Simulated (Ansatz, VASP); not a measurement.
# One calculation of Ag3SF, two programs

```xyz
5
Lattice="4.4430 0.0000 0.0000 0.0000 4.4430 0.0000 0.0000 0.0000 4.4430" Properties=species:S:1:pos:R:3 pbc="T T T"
S     0.0000    0.0000    0.0000
F     2.2215    2.2215    2.2215
Ag    2.2215    2.2215    0.0000
Ag    2.2215    0.0000    2.2215
Ag    0.0000    2.2215    2.2215
```

The cell comes from a database or a generator and needn't be the stable form of this composition.

Alike in both runs: task single point; functional LDA; k mesh 4 × 4 × 4; occupations gaussian, width 0.05 eV; no spin polarisation.

|  | VASP | Ansatz |
| --- | --- | --- |
| version | VASP 6.6.1 | Ansatz 0.2.0 |
| potentials or method | VASP PAW LDA potentials, release 64 (S, F, Ag) | scalar-relativistic, plane waves, PAW |
| plane-wave cutoff (eV) | 520 | 420 |
| valence electrons in the cell | 46 | 70 |

```csv
,VASP,Ansatz,Ansatz less VASP
gap on the k mesh at the Fermi level (eV),none,none,-
pressure (GPa),-2.4,-2.4,+0.02
```

A gap of «none» marks a metal or a gap that the smearing closes. The two sets of potentials don't hold the same shells in valence.
